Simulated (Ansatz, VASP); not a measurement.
## Ir12O (Ir(111)) in two plane-wave programs

One calculation is typed for both programs; each brings its own data sets. How far apart do they land? Valence electrons are named where the data sets of a main pair hold unlike numbers.

Main program and level: Ansatz 0.2.0; plane waves, with VASP 6.6.1 beside it; single point at RPBE.

## 1. The structure

The cell holds 13 atoms: 12 Ir and 1 O. Its edges and angles: a = 5.498 Å, b = 5.498 Å, c = 19.489 Å, α = 90.0°, β = 90.0°, γ = 60.0°. It derives from Ir. As first built, before any earlier steps moved the atoms (in the runner's words): O over the fcc site of Ir(111). Vacuum lies along c.

## 2. Ansatz: single point, RPBE

Ansatz runs on its default PAW (the set named soft_2) files.

A single point gives forces, pressure and levels at one fixed geometry, so differences don't come from the geometry; what else differs is listed under the comparison.

File input.yaml:

```yaml
crystal:
  lattice:
    - [5.4979375885, 0.0, 0.0]
    - [2.7489687943, 4.7613536201, 0.0]
    - [0.0, 0.0, 19.4890472432]
  atoms:
    - { symbol: Ir, position: [0.16666667, 0.16666667, 0.38483154] }
    - { symbol: Ir, position: [0.66666667, 0.16666667, 0.38483154] }
    - { symbol: Ir, position: [0.16666667, 0.66666667, 0.38483154] }
    - { symbol: Ir, position: [0.66666667, 0.66666667, 0.38483154] }
    - { symbol: Ir, position: [0.8331910904, 0.3334044498, 0.496182519] }
    - { symbol: Ir, position: [0.3334044498, 0.3334044498, 0.496182519] }
    - { symbol: Ir, position: [0.83333333, 0.83333333, 0.4996725445] }
    - { symbol: Ir, position: [0.3334044498, 0.8331910904, 0.496182519] }
    - { symbol: Ir, position: [0.9990304373, 0.9990304373, 0.6112217724] }
    - { symbol: Ir, position: [0.5019391254, 0.9990304373, 0.6112217724] }
    - { symbol: Ir, position: [0.9990304373, 0.5019391254, 0.6112217724] }
    - { symbol: Ir, position: [0.5, 0.5, 0.6077815678] }
    - { symbol: O, position: [0.16666667, 0.16666667, 0.6806418687] }
hamiltonian:
  xc: rpbe
  pseudopotentials: { kind: paw }
kpoints:
  mp_grid: { grid: [6, 6, 1] }
scf:
  occupations: { method: methfessel_paxton, width: 0.15 }
  n_extra_bands: 7
efield:
  axis: 3
  dipole_correction: true
  ramp_width: 0.04
output:
  forces: true
  eigenvalues: true
```

Command:

```
> ansatz run input.yaml --threads 4 --pin off --max-ram 9216MiB --backend cpu --events-out ev --progress --plain --runs-dir out
```

Numbers of over 12 decimals in the logs are rounded to 6 here.

The program printed:

```text
scf.n_extra_bands = 7 over 105 filled bands (N_el = 210.0): the run solves 112 bands
Engine: ansatz 0.2.0, aarch64-unknown-linux-gnu
Pseudopotentials: kind: paw
Pseudopotential: Ir, paw, valence charge 17, recommended cutoff 420 eV (normal), Ir.paw.azcp
Pseudopotential: O, paw, valence charge 6, recommended cutoff 420 eV (normal), O.paw.azcp
Functional definition: RPBE
  parameter kappa = 0.804
  parameter beta = 0.066725
  exchange = rpbe_x(kappa = kappa, mu = beta*pi^2/3)
  correlation = pbe_c(beta = beta)
Crystal: 13 atoms, lattice volume = 510.177 Å³
Basis set: ecut = 420 eV, 9995 PW (Γ), exchange–correlation on 80×80×270 points (8 copies of the dense FFT grid, shifted against one another)
Bands: 112, of which v1, the nominal top of the filled ones, is band 105 counted from 1 (104 counted from 0)
Symmetry: 6 space group operations
Space group: P3m1 (ITA 156), of the structure as read, at distance tolerance 8.0e-5 Å
k-points: 7 of 36 (time reversal used)
Non-local potential: Ir, projectors of the file, l = 0: 3, l = 1: 2, l = 2: 2, l = 3: 1
Non-local potential: O, projectors of the file, l = 0: 2, l = 1: 2, l = 2: 1
PAW form: soft (Blöchl's): semilocal exchange-correlation on the pseudo side does not see the compensation charge
PAW frozen core: Ir, regenerated for the run's functional, and the local potential with it (the file was generated under x = pbe(κ = 0.804, μ = 0.219515), c = pbe(β = 0.066725))
PAW frozen core: O, regenerated for the run's functional, and the local potential with it (the file was generated under x = pbe(κ = 0.804, μ = 0.219515), c = pbe(β = 0.066725))
PAW one-centre angular grid: Ir, 590 points (default); XC on 64 Gauss nodes
PAW one-centre angular grid: O, 110 points (default); XC on 64 Gauss nodes
Initial density: superposition of atomic densities (neutral atoms: chi_scale 0, normalization atom), corrected by the library's trained network
Initial wavefunctions: pseudopotential atomic-orbital guess
Functional: x = rpbe, c = pbe(β = 0.066725)
SCF iter   1: F=—  HF=-143946.525481 eV  |F-HF|=—  |Δ(HF+E_count)|=         —  Δρ=7.80e-3  dr2=3.98e-1  ethr=1.77e-3  p=-0.070 e·Å  D=-2.49e-2 V/Å  ΔV_dip=0.48 eV  dr2_dipole=1.14e-2  V_vac-E_F(+/−)=5.64/5.16 eV  ⟨swp⟩=7.3  Hψ=3263  notcnv=0
efield: sawtooth ramp at fractional position 0.0127 (placed from the atoms, in the widest stretch of the axis that holds none; the zero of the levels goes with the place), width 0.0400; the density the first Hamiltonian is built on has a dipole p = -0.070 e·Å; the dipole correction subtracts the counter field D = -2.49e-2 V/Å, which shifts the + side's vacuum level by +0.48 eV against the − side's; the planar-averaged density in the ramp window peaks in size at 9.1e-5 e/Å³
preconditioner: auto → LDOS  [metal: Δε(μ)=0.045 eV  Ē_g=4.330 eV  σ=0.150 eV  W_gap=0.25  n_scr=110 (ndim 8)  ℏωp=17.6 eV  f_vac=0.575  D(μ)=13.19/eV (n_scr^D=78)  β→1.0]
SCF iter   2: F=—  HF=-143946.537159 eV  |F-HF|=—  |Δ(HF+E_count)|=   1.17e-2  S|Δr|=    0.00e0  Δρ=5.94e-3  dr2=2.23e-1  ethr=1.90e-4  p=-0.056 e·Å  D=-1.98e-2 V/Å  ΔV_dip=0.39 eV  dr2_dipole=3.81e-6  V_vac-E_F(+/−)=5.62/5.23 eV  ⟨swp⟩=2.7  Hψ=1910  notcnv=0  defer=1
SCF iter   3: F=—  HF=-143946.497547 eV  |F-HF|=—  |Δ(HF+E_count)|=   3.96e-2  S|Δr|=    0.00e0  Δρ=1.39e-3  dr2=2.55e-2  ethr=1.06e-4  p=-0.060 e·Å  D=-2.12e-2 V/Å  ΔV_dip=0.41 eV  dr2_dipole=4.96e-3  V_vac-E_F(+/−)=5.68/5.27 eV  ⟨swp⟩=2.0  Hψ=1184  notcnv=0  defer=1
SCF iter   4: F=—  HF=-143946.496220 eV  |F-HF|=—  |Δ(HF+E_count)|=   1.33e-3  S|Δr|=    0.00e0  Δρ=3.89e-4  dr2=1.32e-3  ethr=1.21e-5  p=-0.058 e·Å  D=-2.06e-2 V/Å  ΔV_dip=0.40 eV  dr2_dipole=2.97e-5  V_vac-E_F(+/−)=5.67/5.27 eV  ⟨swp⟩=2.0  Hψ=1146  notcnv=0  defer=1
SCF iter   5: F=—  HF=-143946.496222 eV  |F-HF|=—  |Δ(HF+E_count)|=   1.59e-6  S|Δr|=    0.00e0  Δρ=9.26e-5  dr2=1.11e-4  ethr=6.29e-7  p=-0.057 e·Å  D=-2.02e-2 V/Å  ΔV_dip=0.39 eV  dr2_dipole=2.15e-5  V_vac-E_F(+/−)=5.67/5.28 eV  ⟨swp⟩=2.4  Hψ=1202  notcnv=0  defer=1
SCF iter   6: F=—  HF=-143946.496234 eV  |F-HF|=—  |Δ(HF+E_count)|=   1.22e-5  S|Δr|=    0.00e0  Δρ=3.37e-5  dr2=1.04e-5  ethr=5.29e-8  p=-0.057 e·Å  D=-2.01e-2 V/Å  ΔV_dip=0.39 eV  dr2_dipole=9.20e-7  V_vac-E_F(+/−)=5.67/5.28 eV  ⟨swp⟩=2.3  Hψ=1190  notcnv=0  defer=1
SCF iter   7: F=—  HF=-143946.497007 eV  |F-HF|=—  |Δ(HF+E_count)|=   7.73e-4  S|Δr|=    0.00e0  Δρ=1.33e-5  dr2=1.59e-6  ethr=4.95e-9  p=-0.056 e·Å  D=-2.00e-2 V/Å  ΔV_dip=0.39 eV  dr2_dipole=7.35e-10  V_vac-E_F(+/−)=5.67/5.28 eV  ⟨swp⟩=2.7  Hψ=1516  notcnv=0
SCF iter   8: F=—  HF=-143946.497008 eV  |F-HF|=—  |Δ(HF+E_count)|=   9.03e-7  S|Δr|=    0.00e0  Δρ=5.08e-6  dr2=4.50e-7  ethr=7.56e-10  p=-0.056 e·Å  D=-2.00e-2 V/Å  ΔV_dip=0.39 eV  dr2_dipole=3.52e-8  V_vac-E_F(+/−)=5.66/5.28 eV  ⟨swp⟩=2.9  Hψ=1363  notcnv=0
SCF iter   9: F=-143946.497009 eV  HF=-143946.497008 eV  |F-HF|=1.71e-7  |Δ(HF+E_count)|=   3.81e-7  S|Δr|=    0.00e0  Δρ=1.88e-6  dr2=2.76e-8  ethr=4.76e-11  p=-0.056 e·Å  D=-2.00e-2 V/Å  ΔV_dip=0.39 eV  dr2_dipole=3.65e-12  V_vac-E_F(+/−)=5.66/5.28 eV  ⟨swp⟩=6.0  Hψ=3694  notcnv=0
SCF 1 converged in 9 iterations: F = -143946.497009 eV  dr2 = 2.76e-8
  greatest PAW one-centre occupation: 1.000 electrons in one spin orbital (limit 2), on the Ir atom at site 5 (counted from 0), in its partial waves of l = 0
SCF converged after 9 iterations
Stability not checked: this state was not tested for a lower state beside it, because cold or Methfessel-Paxton smearing, or corrected tetrahedra, fill the levels in a way that the test cannot read (fill_not_monotonic; see scf.lower_state_search)
Free energy (F): -143946.497009 eV
Harris-Foulkes:  -143946.497008 eV  (|F-HF|=1.71e-7)
Internal energy: -143946.515137 eV  (E = F + TS)
E sigma→0 (E₀):  -143946.501541 eV
Entropy (-TS):   0.018129 eV (1.395 meV/atom)
Fermi energy:    5.128568 eV
Dipole field:    D = -0.019985 V/Å  (p = -0.056347 e·Å, saw-weighted, corrected)
Work function:   Φ+ = 5.6645 eV   Φ− = 5.2750 eV
Levels:          The Fermi level and band energies are counted from a zero that moves with the ramp; work functions are not
--- Per-component energies (eV) ---
  E_band       = -5143.292231
  E_kinetic    = 7621.053062
  E_local      = -230320.750611  (includes V_loc(G=0)·N_el)
  E_nonlocal   = 912.557805
  E_hartree    = 111561.634799
  E_xc         = -3276.993839
  E_vxc        = -3672.131874  (∫ρ·V_xc dr)
  E_paw        = -110997.435934  (= ΣΔE_a)
  E_vpaw       = -2804.820066  (= ΣTr[D̂ρ^β])
  E_aug_tail   = 0.003004  (compensation charges beyond the density's cutoff)
  E_efield     = 0.000563  (sawtooth field / dipole correction)
  E_vefield    = -2.459694  (∫n·V_field dr)
  E_ewald      = 80553.815180
  E_core_change = -0.399166  (= ΣΔE_core)
  E_smearing   = 0.018129  (= −TS)
  E_closure    = -0.000000  (closes the sum)
  Σ components = -143946.497009   (vs F -143946.497009, Δ=0.00e0)
--- Forces (eV/Å), atoms counted from 1 ---
  atom   1  Ir    -0.00000000     0.00000000    -0.25392723
  atom   2  Ir     0.00000000     0.08911193     0.11263796
  atom   3  Ir     0.07717320    -0.04455597     0.11263796
  atom   4  Ir    -0.07717320    -0.04455597     0.11263796
  atom   5  Ir     0.01095760    -0.00632637     0.00411275
  atom   6  Ir    -0.01095760    -0.00632637     0.00411275
  atom   7  Ir    -0.00000000     0.00000000     0.03592038
  atom   8  Ir     0.00000000     0.01265275     0.00411275
  atom   9  Ir     0.05930506     0.03423979     0.00245151
  atom  10  Ir    -0.05930506     0.03423979     0.00245151
  atom  11  Ir    -0.00000000    -0.06847958     0.00245151
  atom  12  Ir     0.00000000    -0.00000000    -0.03551450
  atom  13  O      0.00000000    -0.00000000    -0.10409010
  max |Σ_I F_I| component: 4.77e-6 eV/Å
--- Band table (eV; the first three rows and the last of 7) ---
  k-point 0: bands = [... 101 lower, 5.5166, 5.7123, 5.7123, 5.8483, 5.8483, 5.9346, 5.9368, 6.0109, ... 3 higher]
  k-point 1: bands = [... 101 lower, 5.2945, 5.3692, 5.4017, 5.4566, 5.5946, 5.6134, 5.6804, 5.7618, ... 3 higher]
  k-point 2: bands = [... 101 lower, 4.5339, 4.7477, 4.8165, 4.8968, 5.0012, 5.1177, 5.2425, 5.3206, ... 3 higher]
  k-point 6: bands = [... 101 lower, 4.2908, 4.8835, 4.9447, 5.0998, 5.1595, 5.1770, 5.2572, 5.2873, ... 3 higher]
```

It took 12 s on 4 threads of Arm Neoverse V2, shared host; peak memory 1.5 GiB; 47 s of CPU time.

The column dr2 measures how far the density is from self-consistency, as an energy; F and HF (Harris–Foulkes) agree once it is small.

[end of part 1 of 2]

[Lines on the potential files, build, host, timing and source positions are cut from VASP's logs without a mark.]

[Logs are printed without paths, hosts, clocks, repeated set-up lines and the standing remarks that a program may print on its own settings, such as how far it seeks lower states.]

[Hosts, paths, dates, database ids (printed as entryN), source tags and the programs' standing remarks are cut or masked in the printed files.]
